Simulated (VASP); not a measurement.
Calculation: LDA (Ceperley-Alder, Perdew-Zunger), VASP's LDA PAW potentials (set 64) (plane waves; VASP 6.6.1).

The input files of a VASP run:

File POSCAR:
```
Sn
4.4549530
 -0.6599710480   0.6599710480   0.3589936864
  0.6599710480  -0.6599710480   0.3589936864
  0.6599710480   0.6599710480  -0.3589936864
Sn
2
direct
  0.7537320000   0.2532290000   0.4997400000
 -0.0037320000  -0.0032290000   0.0002600000
```

INCAR:
```
# general
SYSTEM   =  Sn
PREC     =  Accurate
ENCUT    =  240
LREAL    =  .FALSE.   # projection in real space or not
LASPH    =  .TRUE.   # aspherical one-centre terms

# electronic loop
EDIFF    =  1E-6   # SCF stop (eV)
NELM     =  100   # most electronic steps
ALGO     =  Normal
LMAXMIX  =  4   # l cut-off of mixed one-centre charges

# smearing
ISMEAR   =  0   # Gaussian
SIGMA    =  0.1   # width (eV)

# ions
ISIF     =  2   # forces and stress, cell fixed

# output
LWAVE    =  .FALSE.
LCHARG   =  .FALSE.
```

File KPOINTS:
```
Automatic mesh
0
Gamma
2 2 2
0 0 0
```

POTCAR, in this order: Sn_d (LDA.64 set). Program: vasp_std.

### Question
What will the output report for the number of irreducible k-points (NKPTS), largest plane-wave count, number of space-group operations, FFT grid (NGX, NGY, NGZ)?

### Answer

The number of irreducible k-points (NKPTS) is 8 and the largest plane-wave count comes out as 468. The number of space-group operations is 2 and the FFT grid (NGX, NGY, NGZ) comes out as 24 × 24 × 24.

The structure comes from a computed database's Sn entry; how it stands against other phases isn't given here. The cell was not relaxed at this level, atoms are displaced from their ideal sites. The k-mesh is coarse (spacing up to 1.12 per Å, 2π included), so the numbers may not be converged in it. The run is one of a series of settings (ENCUT = 240, GGA removed, KPOINTS 2×2×2 Γ-centred mesh, POTCAR Sn_d (LDA.64 set) against the base run), some of them coarse on purpose.
